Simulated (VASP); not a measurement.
```
FeNi3
1.0
    3.58124     0.00000     0.00000
    0.00000     3.58124     0.00000
    0.00000     0.00000     3.58124
Fe Ni
1 3
Direct
  0.00000   0.00000   0.00000
  0.00000   0.50000   0.50000
  0.50000   0.00000   0.50000
  0.50000   0.50000   0.00000
```
Starting moments (μB, in the order of the record's atoms Fe Ni Ni Ni): 3.0 0.7 0.7 0.7.

Calculation: RPBE GGA, VASP's PBE PAW potentials (set 64) (plane waves; VASP). Settings: 520 eV cut-off, Gaussian smearing of 0.050 eV, potentials Fe Ni.

Task: Give the spin-up energies of bands 11 to 24 at the high-symmetry points, in eV from the Fermi level.

Result: 
```
band      Γ      X      M      R
----  -----  -----  -----  -----
11    -1.71  -2.67  -2.83  -2.49
12    -1.71  -1.98  -2.80  -2.49
13    -0.87  -1.93  -2.80  -0.97
14    -0.87  -1.93  -1.86  -0.97
15    -0.81  -1.66  -1.76  -0.89
16    -0.80  -1.66  -1.76  -0.89
17    -0.80  -1.56  -1.74  -0.89
18    -0.80  -1.50  -1.74  -0.81
19    -0.66  -1.47  -1.50  -0.81
20    -0.66  -1.04  -1.45  -0.81
21    -0.66  -0.80   0.67  -0.45
22     2.25  -0.66   0.68  -0.45
23     2.25   7.30   0.68  -0.45
24     2.25   7.30   0.68  -0.29
```

Task: Give the spin-down energies of bands 11 to 24 at the high-symmetry points, in eV from the Fermi level.

Result: 
```json
[
 {"band": "11", "Γ": "-0.56", "X": "-1.39", "M": "-2.00", "R": "-1.32"},
 {"band": "12", "Γ": "-0.56", "X": "-1.17", "M": "-1.58", "R": "-1.32"},
 {"band": "13", "Γ": "0.00", "X": "-0.90", "M": "-1.17", "R": "-0.47"},
 {"band": "14", "Γ": "0.28", "X": "-0.90", "M": "-1.17", "R": "-0.47"},
 {"band": "15", "Γ": "0.28", "X": "-0.82", "M": "-1.14", "R": "-0.47"},
 {"band": "16", "Γ": "0.28", "X": "-0.40", "M": "-0.76", "R": "-0.47"},
 {"band": "17", "Γ": "0.99", "X": "-0.10", "M": "-0.62", "R": "0.07"},
 {"band": "18", "Γ": "0.99", "X": "-0.10", "M": "0.18", "R": "0.07"},
 {"band": "19", "Γ": "1.21", "X": "0.28", "M": "0.18", "R": "0.07"},
 {"band": "20", "Γ": "1.21", "X": "0.55", "M": "0.45", "R": "0.77"},
 {"band": "21", "Γ": "1.21", "X": "0.63", "M": "1.34", "R": "0.77"},
 {"band": "22", "Γ": "2.22", "X": "1.19", "M": "1.34", "R": "0.77"},
 {"band": "23", "Γ": "2.22", "X": "7.64", "M": "2.26", "R": "1.12"},
 {"band": "24", "Γ": "2.22", "X": "7.64", "M": "2.32", "R": "1.12"}
]
```

It has no gap at this level: it comes out as a metal or semimetal.

The compound is Ni3Fe in the L1_2 structure. It was relaxed first.
